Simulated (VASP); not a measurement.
Here is the system:

```
NaF
1.0
    0.00000     2.31374     2.31374
    2.31374     0.00000     2.31374
    2.31374     2.31374     0.00000
Na F
1 1
Cartesian
  2.31374   2.31374   4.62748
  2.31374   2.31374   2.31374
```

The numbers are results of optB88-vdW, VASP's PBE PAW potentials (set 64) (plane waves; VASP), not measurements. Numerical set-up: 520 eV cut-off, Gaussian smearing of 0.050 eV, potentials Na_pv F.

**Question.** Give the energies of bands 5 to 8 at the high-symmetry points, in eV from the valence-band maximum.

**Answer.** 
```csv
band,Γ,X,U,L,W
5,0.00,-1.27,-1.06,-1.59,-0.87
6,0.00,-0.41,-0.83,-0.26,-0.87
7,0.00,-0.41,-0.37,-0.26,-0.57
8,6.39,13.26,12.94,10.87,13.34
```

The gap is direct, 6.39 eV, from the valence maximum at Γ to the conduction minimum at Γ.

Measured: gap 11.70 eV (computed value off by -5.31 eV), as given by David Koller et al., Journal of Physics Condensed Matter (2013), arXiv:1304.4470.

The compound is NaF in the rock salt structure. It was relaxed first.
